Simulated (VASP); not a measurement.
# How strain moves the gap of ScF3, part 2 of 2

How do the gap and the pressure of ScF3 answer to a change of volume or shape? All runs use LDA. The start is a cell from a database of measured crystal structures.

VASP 6.6.1; LDA; plane waves and PAW (Sc_sv, F).

So far, least gap on mesh and path (eV): step 3 (bands, cell as listed) 6.18; step 4 (cell volume +4.0 %) 5.98; step 5 (cell volume +8.0 %) 5.79; step 6 (bands, sheared, principal strains -1.9, -0.1, +2.1 %) 6.09; step 7 (cell volume -4.0 %) 6.39.

## Step 8: Bands, volume times 0.92

The cell is scaled evenly once more. A prediction first. A parabola through the 4 pressures of evenly scaled cells so far, P = -2.29 -97.0 t +205 t² GPa with t = ln(V/V₁) and V₁ the volume at scale 1, gives 7.22 GPa at t = -0.0834. A straight line through the gaps, 6.183 -5.08 t eV, gives 6.61 eV.

Contents of INCAR:

```
SYSTEM = ScF3
PREC = Accurate
ENCUT = 520
EDIFF = 1E-06
NELM = 100
ISMEAR = -1
SIGMA = 0.05
LREAL = .FALSE.
ALGO = Normal
GGA = CA
NBANDS = 30
LASPH = .TRUE.
LORBIT = 11
LWAVE = .FALSE.
LCHARG = .FALSE.
KPAR = 4
```

Contents of POSCAR:

```
ScF3
1.0
    3.9024640358      0.0000000000      0.0000000000
    0.0000000000      3.9024640358      0.0000000000
    0.0000000000      0.0000000000      3.9024640358
Sc F
1 3
Direct
    0.0000000000      0.0000000000      0.0000000000
    0.5000000000      0.0000000000      0.0000000000
    0.0000000000      0.5000000000      0.0000000000
    0.0000000000      0.0000000000      0.5000000000
```

Contents of KPOINTS:

```
Automatic mesh
0
Gamma
6 6 6
0 0 0
```

Contents of KPOINTS_OPT:

```
Line mode
16
Line-mode
Reciprocal
  0.00000000   0.00000000   0.00000000 GAMMA
  0.00000000   0.50000000   0.00000000 X

  0.00000000   0.50000000   0.00000000 X
  0.50000000   0.50000000   0.00000000 M

  0.50000000   0.50000000   0.00000000 M
  0.00000000   0.00000000   0.00000000 GAMMA

  0.00000000   0.00000000   0.00000000 GAMMA
  0.50000000   0.50000000   0.50000000 R

  0.50000000   0.50000000   0.50000000 R
  0.00000000   0.50000000   0.00000000 X

  0.50000000   0.50000000   0.00000000 M
  0.50000000   0.50000000   0.50000000 R
```

Potentials, in the order of the species: Sc_sv and F (LDA family, release 64).

On the command line:

```
$ mpirun -np 4 vasp_std
```

Run time: 13 s. Hardware: 4 MPI ranks of Intel Xeon 6975P-C (Granite Rapids), shared host; peak memory 0.69 GiB.

Numbers from this step:

```
free energy (TOTEN)               : -29.50 eV
Fermi energy                      : -2.151 eV
pressure                          : 7.434 GPa
least gap on mesh and path        : 6.597 eV
least direct gap on mesh and path : 7.124 eV
```

Electronic bands along the path, in eV, zero at the valence-band top; v1 is the highest filled band, c1 the lowest empty one:

| point | v4 | v3 | v2 | v1 | c1 | c2 | c3 | c4 |
| --- | --- | --- | --- | --- | --- | --- | --- | --- |
| Γ | -0.67 | -0.53 | -0.53 | -0.53 | 6.60 | 6.60 | 6.60 | 7.80 |
| 0.47 of the way | -0.90 | -0.74 | -0.56 | -0.56 | 6.62 | 7.09 | 7.09 | 8.51 |
| X | -1.35 | -0.82 | -0.57 | -0.57 | 6.65 | 7.69 | 7.69 | 8.78 |
| 0.47 of the way | -1.12 | -0.91 | -0.81 | -0.33 | 7.14 | 7.71 | 8.04 | 9.27 |
| M | -1.17 | -1.09 | -1.09 | -0.01 | 7.74 | 7.74 | 8.49 | 9.53 |
| 0.47 of the way | -0.98 | -0.95 | -0.80 | -0.37 | 7.21 | 7.24 | 7.69 | 9.16 |
| Γ | -0.67 | -0.53 | -0.53 | -0.53 | 6.60 | 6.60 | 6.60 | 7.80 |
| 0.53 of the way | -1.87 | -0.44 | -0.44 | -0.31 | 7.68 | 7.74 | 7.74 | 10.29 |
| R | -2.62 | 0.00 | 0.00 | 0.00 | 8.55 | 8.55 | 8.55 | 11.63 |
| 0.53 of the way | -1.67 | -0.48 | -0.44 | -0.27 | 7.54 | 8.04 | 8.08 | 10.18 |
| X | -1.35 | -0.82 | -0.57 | -0.57 | 6.65 | 7.69 | 7.69 | 8.78 |
| jump to M | -1.17 | -1.09 | -1.09 | -0.01 | 7.74 | 7.74 | 8.49 | 9.53 |
| 0.47 of the way | -2.15 | -0.35 | -0.35 | 0.00 | 8.08 | 8.08 | 8.51 | 10.63 |
| R | -2.62 | 0.00 | 0.00 | 0.00 | 8.55 | 8.55 | 8.55 | 11.63 |

Of the projections kept (Sc, F), the largest for each band there; the rest of the weight can lie on other orbitals:

| point | v4 | v3 | v2 | v1 | c1 | c2 | c3 | c4 |
| --- | --- | --- | --- | --- | --- | --- | --- | --- |
| Γ | F 1.00 | F 0.97 | F 0.97 | F 0.97 | Sc 1.00 | Sc 1.00 | Sc 1.00 | F 0.63 |
| X | F 0.91 | F 1.00 | F 0.98 | F 0.98 | Sc 1.00 | Sc 0.89 | Sc 0.89 | Sc 0.96 |
| M | F 0.86 | F 0.99 | F 0.99 | F 1.00 | Sc 0.89 | Sc 0.89 | Sc 0.84 | Sc 0.92 |
| Γ | F 1.00 | F 0.97 | F 0.97 | F 0.97 | Sc 1.00 | Sc 1.00 | Sc 1.00 | F 0.63 |
| R | F 0.87 | F 1.00 | F 1.00 | F 1.00 | Sc 0.86 | Sc 0.86 | Sc 0.86 | - |
| X | F 0.91 | F 1.00 | F 0.98 | F 0.98 | Sc 1.00 | Sc 0.89 | Sc 0.89 | Sc 0.96 |

The gap is 6.60 eV, indirect, from R to Γ. That is +0.41 eV from the cell as listed. The pressure is 7.43 GPa. The parabola predicted 7.22 GPa, -0.22 GPa off. The line predicted a gap of 6.61 eV, +0.01 eV off.

## Step 9: Bands, atoms displaced by up to 0.12 Å

The atoms are moved off their sites at random, as a crude picture of disorder.

INCAR is that of step 8.

Contents of POSCAR:

```
ScF3
1.0
    4.0124500000      0.0000000000      0.0000000000
    0.0000000000      4.0124500000      0.0000000000
    0.0000000000      0.0000000000      4.0124500000
Sc F
1 3
Direct
   -0.0064240000     -0.0059770000      0.0215370000
    0.5045270000     -0.0009610000      0.0116250000
    0.0167040000      0.5031160000     -0.0256650000
   -0.0029230000      0.0032380000      0.4988080000
```

KPOINTS is that of step 8.

KPOINTS_OPT is that of step 8.

On the command line:

```
$ mpirun -np 4 vasp_std
```

Elapsed: 28 s, on 4 MPI ranks; peak memory 1.5 GiB; 1.8 min of CPU time.

This step gave:

* SCF cycles: 13
* irreducible k-points: 112
* symmetry operations: 1
* free energy (TOTEN): -29.51 eV
* Fermi energy: -2.688 eV
* pressure: -1.824 GPa
* least gap on mesh and path: 6.223 eV
* least direct gap on mesh and path: 6.757 eV

Electronic bands along the path, in eV, zero at the valence-band top; v1 is the highest filled band, c1 the lowest empty one:

| point | v4 | v3 | v2 | v1 | c1 | c2 | c3 | c4 |
| --- | --- | --- | --- | --- | --- | --- | --- | --- |
| Γ | -0.61 | -0.60 | -0.59 | -0.53 | 6.22 | 6.25 | 6.41 | 7.55 |
| 0.53 of the way | -0.81 | -0.71 | -0.64 | -0.60 | 6.26 | 6.69 | 6.71 | 8.03 |
| X | -1.09 | -0.77 | -0.64 | -0.59 | 6.28 | 7.04 | 7.10 | 8.03 |
| 0.53 of the way | -1.05 | -1.00 | -0.79 | -0.22 | 6.77 | 7.08 | 7.45 | 8.47 |
| M | -1.10 | -1.03 | -0.97 | -0.01 | 7.10 | 7.17 | 7.76 | 8.60 |
| 0.47 of the way | -0.95 | -0.84 | -0.76 | -0.33 | 6.71 | 6.76 | 7.12 | 8.41 |
| Γ | -0.61 | -0.60 | -0.59 | -0.53 | 6.22 | 6.25 | 6.41 | 7.55 |
| 0.47 of the way | -1.32 | -0.52 | -0.46 | -0.36 | 6.92 | 6.98 | 7.05 | 9.17 |
| R | -2.27 | -0.05 | -0.03 | 0.00 | 7.76 | 7.82 | 7.87 | 10.50 |
| 0.53 of the way | -1.54 | -0.47 | -0.39 | -0.25 | 7.02 | 7.35 | 7.40 | 9.27 |
| X | -1.09 | -0.77 | -0.64 | -0.59 | 6.28 | 7.04 | 7.10 | 8.03 |
| jump to M | -1.10 | -1.03 | -0.97 | -0.01 | 7.10 | 7.17 | 7.76 | 8.60 |
| 0.47 of the way | -1.88 | -0.36 | -0.33 | -0.01 | 7.39 | 7.47 | 7.78 | 9.58 |
| R | -2.27 | -0.05 | -0.03 | 0.00 | 7.76 | 7.82 | 7.87 | 10.50 |

Of the projections kept (Sc, F), the largest for each band there; the rest of the weight can lie on other orbitals:

| point | v4 | v3 | v2 | v1 | c1 | c2 | c3 | c4 |
| --- | --- | --- | --- | --- | --- | --- | --- | --- |
| Γ | F 0.99 | F 0.98 | F 0.97 | F 0.99 | Sc 1.00 | Sc 0.99 | Sc 0.98 | F 0.51 |
| X | F 0.93 | F 0.99 | F 0.98 | F 0.99 | Sc 0.99 | Sc 0.90 | Sc 0.90 | Sc 0.96 |
| M | F 0.97 | F 0.93 | F 0.98 | F 1.00 | Sc 0.90 | Sc 0.90 | Sc 0.85 | Sc 0.93 |
| Γ | F 0.99 | F 0.98 | F 0.97 | F 0.99 | Sc 1.00 | Sc 0.99 | Sc 0.98 | F 0.51 |
| R | F 0.88 | F 1.00 | F 1.00 | F 1.00 | Sc 0.87 | Sc 0.87 | Sc 0.87 | Sc 0.80 |
| X | F 0.93 | F 0.99 | F 0.98 | F 0.99 | Sc 0.99 | Sc 0.90 | Sc 0.90 | Sc 0.96 |

Force by atom:

| atom | x (eV/Å) | y (eV/Å) | z (eV/Å) | size |
| --- | --- | --- | --- | --- |
| Sc1 | 0.43 | 0.31 | -0.96 | 1.10 |
| F2 | -0.36 | 0.01 | -0.02 | 0.36 |
| F3 | -0.09 | -0.32 | 0.19 | 0.38 |
| F4 | 0.02 | 0.00 | 0.79 | 0.79 |

The gap is 6.22 eV, indirect, from R to Γ. That is +0.04 eV from the cell as listed. The pressure is -1.82 GPa, and the symmetry operations fall from 48 to 1.

## Step 10: Side by side

```
                                         cell   mesh  pressure (GPa)  gap (eV)  direct gap (eV)
                               cell as listed  6×6×6           -2.31     6.185            6.716
                            volume times 1.04  6×6×6           -5.77     5.985            6.509
                            volume times 1.08  6×6×6           -8.55     5.790            6.304
sheared, principal strains -1.9, -0.1, +2.1 %  6×6×6           -2.20     6.086            6.568
                            volume times 0.96  6×6×6            2.01     6.388            6.921
                            volume times 0.92  6×6×6            7.43     6.597            7.124
              atoms displaced by up to 0.12 Å  6×6×6           -1.82     6.223            6.757
```

## Step 11: Outcome

| Property | Result |
| --- | --- |
| gap, cell as listed | 6.185 eV |
| gap, volume times 1.04 | 5.985 eV |
| gap, volume times 1.08 | 5.790 eV |
| gap, sheared, principal strains -1.9, -0.1, +2.1 % | 6.086 eV |
| gap, volume times 0.96 | 6.388 eV |
| gap, volume times 0.92 | 6.597 eV |
| gap, atoms displaced by up to 0.12 Å | 6.223 eV |
| bulk modulus at the listed volume, shape and positions held | 98.0 GPa |
| volume deformation potential of the gap | -5.04 eV |

What this shows: At the listed volume the gap of ScF3 changes by -5.04 eV per unit of ln V, its volume deformation potential under even scaling; divided by the bulk modulus that is +51 meV/GPa. The slope of pressure against ln V at the listed volume gives a bulk modulus of 98.0 GPa at fixed shape and positions. With sheared, principal strains -1.9, -0.1, +2.1 %, the least gap on mesh and path moves by -0.10 eV. With atoms displaced by up to 0.12 Å, the least gap on mesh and path moves by +0.04 eV. Semilocal functionals usually underestimate gaps.

[Lines on the potential files, build, host, timing and source positions are cut from VASP's logs without a mark.]

[Logs are printed without paths, hosts, clocks, repeated set-up lines and the standing remarks that a program may print on its own settings, such as how far it seeks lower states.]

[Hosts, paths, dates, database ids (printed as entryN), source tags and the programs' standing remarks are cut or masked in the printed files.]

[A measured line is paired with the nearest computed mode of its activity, which favours agreement.]
